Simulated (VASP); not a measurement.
Write the native input for VASP 6.6.1 that does the following.

```
Task                   : relaxation of cell and atoms
Functional             : PBE
Potentials or basis    : VASP PAW PBE potentials, release 64 (Ga_d, Sn_d)
Cutoff                 : 600 eV
k mesh                 : 8 × 8 × 8
Occupations            : fermi-dirac, width 0.05 eV
Spin                   : no spin polarisation
Further INCAR settings : ALGO = Normal; EDIFF = 1e-06; IBRION = 2; EDIFFG = -0.02; NSW = 40; ISIF = 3
```

The structure of GaSn lies in POSCAR:

```
GaSn
1.0
    0.0000000000      2.9028814200      3.0982155700
    2.7292512900      0.0000000000      3.0982155700
    2.7292512900      2.9028814200      0.0000000000
Ga Sn
1 1
Direct
    0.5000000000      0.5000000000      0.5000000000
    0.0000000000      0.0000000000      0.0000000000
```

The cell was built by a generator and needn't be a form met in nature.

One way to write it, as run:

INCAR

```
PREC = Accurate
ENCUT = 600
EDIFF = 1E-6
ISMEAR = -1
SIGMA = 0.05
LREAL = F
LASPH = T
NELM = 100
ALGO = Normal
ISIF = 3
LWAVE = F
LCHARG = F
GGA = PE
IBRION = 2
NSW = 40
EDIFFG = -0.02
```

KPOINTS

```
regular mesh
0
Gamma
  8 8 8
```

Potentials or basis: VASP PAW PBE potentials, release 64 (Ga_d, Sn_d).

The run is started by

```console
$ cat potpaw_PBE.64/Ga_d/POTCAR potpaw_PBE.64/Sn_d/POTCAR > POTCAR
$ mpirun -np 1 vasp_std > vasp.out
```

Results of the run:

* Relaxed volume: 24.49 Å³/atom
* Relaxed cell: a = 4.104 Å, b = 4.107 Å, c = 4.109 Å, α = 59.93°, β = 60.02°, γ = 60.05°
* Space group after relaxing (to 0.05 Å): Fm-3m (No. 225)
* Energy gained by relaxing: 58.8 meV/atom
* Ionic steps: 9
* Pressure after relaxing: 0.0 GPa
* Band gap on the k mesh: none (metal or under the smearing width)

Run time: 3.9 min on 1 thread of Intel(R) Xeon(R) 6975P-C (Granite Rapids), with other jobs on the host, peak memory 0.28 GiB.
